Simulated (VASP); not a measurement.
Calculation: optB86b-vdW, VASP's PBE PAW potentials (set 64) (plane waves; VASP 6.6.1).

The input files of a VASP run:

**INCAR**
```
# general
SYSTEM   = KZnF3
PREC     = Accurate
ENCUT    = 520   # plane-wave cut-off (eV)
LREAL    = .FALSE.   # projection in real space or not
LASPH    = .TRUE.   # aspherical one-centre terms

# electronic loop
EDIFF    = 1E-7   # SCF stop (eV)
NELM     = 100   # most electronic steps
ALGO     = Normal
LMAXMIX  = 4   # l cut-off of mixed one-centre charges

# smearing
ISMEAR   = 0
SIGMA    = 0.05

# functional
GGA      = MK
LUSE_VDW = .TRUE.
AGGAC    = 0.0
PARAM1   = 0.1234
PARAM2   = 1.0

# ions
ISIF     = 2   # forces and stress, cell fixed

# output
LWAVE    = .FALSE.
LCHARG   = .FALSE.
```

File POSCAR:
```
KZnF3
1
    4.1583552063     0.0000000000     0.0000000000
    0.0000000000     4.1583552063     0.0000000000
    0.0000000000     0.0000000000     4.1583552063
K Zn F
1 1 3
Direct
  0.0000000000   0.0000000000   0.0000000000
  0.5000000000   0.5000000000   0.5000000000
  0.5000000000   0.0000000000   0.5000000000
  0.0000000000   0.5000000000   0.5000000000
  0.5000000000   0.5000000000   0.0000000000
```

**KPOINTS**
```
Automatic mesh
0
Gamma
6 6 6
0 0 0
```

POTCAR, in this order: K_sv Zn F (PBE.64 set). Program: vasp_std.

The resulting files:

### OSZICAR
```
       N       E                     dE             d eps       ncg     rms          rms(c)
DAV:   1     0.450854369278E+03    0.45085E+03   -0.22430E+04  1000   0.198E+03
DAV:   2     0.233919799758E+02   -0.42746E+03   -0.41667E+03  1192   0.478E+02
DAV:   3    -0.111082861825E+02   -0.34500E+02   -0.34373E+02  1164   0.150E+02
DAV:   4    -0.119451530057E+02   -0.83687E+00   -0.83595E+00  1640   0.212E+01
DAV:   5    -0.119534896278E+02   -0.83366E-02   -0.83343E-02  1328   0.169E+00    0.107E+01
DAV:   6    -0.962477843338E+01    0.23287E+01   -0.86177E+00  1433   0.413E+01    0.642E+00
DAV:   7    -0.969037545072E+01   -0.65597E-01   -0.15559E+00  1051   0.849E+00    0.422E+00
DAV:   8    -0.970421388738E+01   -0.13838E-01   -0.62318E-01  1282   0.153E+01    0.166E+00
DAV:   9    -0.966485195584E+01    0.39362E-01   -0.11104E-01  1524   0.949E+00    0.616E-01
DAV:  10    -0.966173823269E+01    0.31137E-02   -0.80214E-02  1479   0.657E+00    0.280E-01
DAV:  11    -0.966149692595E+01    0.24131E-03   -0.12613E-02  1405   0.143E+00    0.884E-02
DAV:  12    -0.966161366115E+01   -0.11674E-03   -0.49320E-04  1099   0.227E-01    0.944E-02
DAV:  13    -0.966153908001E+01    0.74581E-04   -0.52111E-04  1205   0.830E-01    0.462E-02
DAV:  14    -0.966152715387E+01    0.11926E-04   -0.24696E-04  1032   0.108E-01    0.781E-03
DAV:  15    -0.966152692447E+01    0.22940E-06   -0.95412E-06  1457   0.717E-02    0.268E-03
DAV:  16    -0.966152681818E+01    0.10629E-06   -0.98758E-07  1343   0.159E-02    0.130E-03
DAV:  17    -0.966152676069E+01    0.57486E-07   -0.17755E-07   877   0.123E-02
   1 F= -.96615268E+01 E0= -.96615268E+01  d E =-.684670E-17
```

### OUTCAR
```
------------------------ aborting loop because EDIFF is reached ----------------------------------------
  FORCE on cell =-STRESS in cart. coord.  units (eV):
  Direction    XX          YY          ZZ          XY          YZ          ZX
  --------------------------------------------------------------------------------------
  Total       -1.7918047     -1.7918047     -1.7918047     -0.0000000     -0.0000000      0.0000000
  in kB      -39.9242251    -39.9242251    -39.9242251     -0.0000000     -0.0000000      0.0000000
  external PRESSURE =     -39.9242251 kB  Pullay stress =       0.0000000 kB
  volume of cell :       71.91
      direct lattice vectors                 reciprocal lattice vectors
     4.158355206  0.000000000  0.000000000     0.240479697  0.000000000  0.000000000
     0.000000000  4.158355206  0.000000000     0.000000000  0.240479697  0.000000000
     0.000000000  0.000000000  4.158355206     0.000000000  0.000000000  0.240479697
 POSITION                                       TOTAL-FORCE (eV/Angst)
 -----------------------------------------------------------------------------------
      0.00000      0.00000      0.00000         0.000000      0.000000      0.000000
      2.07918      2.07918      2.07918         0.000000      0.000000      0.000000
      2.07918      0.00000      2.07918         0.000000      0.000000      0.000000
      0.00000      2.07918      2.07918         0.000000      0.000000      0.000000
      2.07918      2.07918      0.00000         0.000000      0.000000      0.000000
 -----------------------------------------------------------------------------------
    total drift:                                0.000000     -0.000000     -0.000000
  FREE ENERGIE OF THE ION-ELECTRON SYSTEM (eV)
  ---------------------------------------------------
  free  energy   TOTEN  =        -9.6615267607 eV

  energy  without entropy=       -9.6615267607  energy(sigma->0) =       -9.66152676
```
(Selected blocks of OUTCAR.)

**OUTCAR**
```
 val. band max:       -1.7000055860   @ k =   0.5000   0.5000   0.5000

 cond. band min:       1.9216375900   @ k =   0.0000   0.0000   0.0000


 Fermi energy:        -1.4122238956

 k-point     1 :       0.0000    0.0000    0.0000
  band No.  band energies     occupation
      1     -28.3998      2.00000
      2     -22.5470      2.00000
      3     -22.0132      2.00000
      4     -22.0132      2.00000
      5     -11.9388      2.00000
      6     -11.9388      2.00000
      7     -11.9388      2.00000
      8      -5.2110      2.00000
      9      -5.2110      2.00000
     10      -5.2110      2.00000
     11      -5.0011      2.00000
     12      -5.0011      2.00000
     13      -5.0011      2.00000
     14      -4.7257      2.00000
     15      -4.7257      2.00000
     16      -3.2701      2.00000
     17      -3.2701      2.00000
     18      -3.2701      2.00000
     19      -3.1094      2.00000
     20      -3.1094      2.00000
     21      -3.1094      2.00000
     22       1.9216      0.00000
     23       7.3065      0.00000
     24       7.3065      0.00000
     25       7.4852      0.00000

 k-point     2 :       0.1667    0.0000    0.0000
  band No.  band energies     occupation
      1     -28.3963      2.00000
      2     -22.5173      2.00000
      3     -22.0385      2.00000
      4     -22.0124      2.00000
      5     -11.9412      2.00000
      6     -11.9309      2.00000
      7     -11.9309      2.00000
      8      -5.8094      2.00000
      9      -5.2333      2.00000
     10      -5.2333      2.00000
     11      -5.0153      2.00000
     12      -5.0153      2.00000
     13      -5.0004      2.00000
     14      -4.7256      2.00000
     15      -4.2631      2.00000
     16      -3.3162      2.00000
     17      -3.2554      2.00000
     18      -3.2554      2.00000
     19      -3.2066      2.00000
     20      -3.1091      2.00000
     21      -3.1091      2.00000
     22       2.4344      0.00000
     23       7.3612      0.00000
...
```

The compound is KZnF3 in the cubic perovskite structure. This cell is one point of a volume scan, at 1.06 of the reference volume.
